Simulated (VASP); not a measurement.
CuI (zinc blende):

```
CELL_PARAMETERS angstrom
      0.00000     3.02500     3.02500
      3.02500     0.00000     3.02500
      3.02500     3.02500     0.00000
ATOMIC_POSITIONS crystal
  Cu 0.00000 0.00000 0.00000
  I  0.25000 0.25000 0.25000
```

The lowest empty band near Γ, direction [111], from PBE with spin-orbit coupling in VASP (PAW); its two spin partners are averaged. The gap over the points computed is 1.00 eV, and the next band on that side lies 3.66 eV away at the edge.

Numerical set-up: 400 eV cut-off, 9×9×9 Γ-centred mesh, Gaussian smearing of 0.050 eV, potentials Cu I.

```tsv
distance from the edge in k (1/Å)	distance in energy (meV)
0.012	3.9
0.018	8.6
0.025	16.5
0.035	31.7
0.050	62.8
0.070	117.0
```

Fit E(1 + αE) = ħ²k²/2m* (ħ²/2m0 = 3.810 eV Å²) and predict the row at 0.095 1/Å.

Least squares on the energies gives the electron mass m* = 0.142 m0 and α = 1.03 per eV, and so 200.2 meV. The run gave 199.7 meV, -0.5 meV from the fit.

Left out are points under 3 meV from the edge, since the levels carry 0.1 meV, and points farther than half the way to the next band.

The compound is CuI in the zinc blende structure. The cell was not relaxed at this level.
